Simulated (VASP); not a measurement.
Given:

```yaml
crystal:
  lattice:
    - [0.00000, 2.84767, 2.84767]
    - [2.84767, 0.00000, 2.84767]
    - [2.84767, 2.84767, 0.00000]
  atoms:
    - { symbol: Ca, position: [0.00000, 0.00000, 0.00000] }
    - { symbol: S, position: [0.50000, 0.50000, 0.50000] }
```

These are PBE GGA with D3 dispersion (Becke-Johnson damping), VASP's PBE PAW potentials (set 64) (plane waves; VASP) values and carry that method's errors. Run with 520 eV cut-off, 8×8×8 Γ-centred mesh, Gaussian smearing of 0.050 eV, potentials Ca_sv S.

**Question.** The job: CaS (rock salt), 2 atoms, PBE-D3(BJ), static run, 520 eV, 8×8×8 Γ-centred mesh. Roughly how much core time does it take on a busy server core?

**Answer.** About 9 core-seconds (one run on a shared machine, a rough figure). It had 29 irreducible k-points, 12 bands, up to 1265 plane waves and 14 electronic steps.

The compound is CaS in the rock salt structure. This cell is one point of a volume scan, at 1.03 of the reference volume.
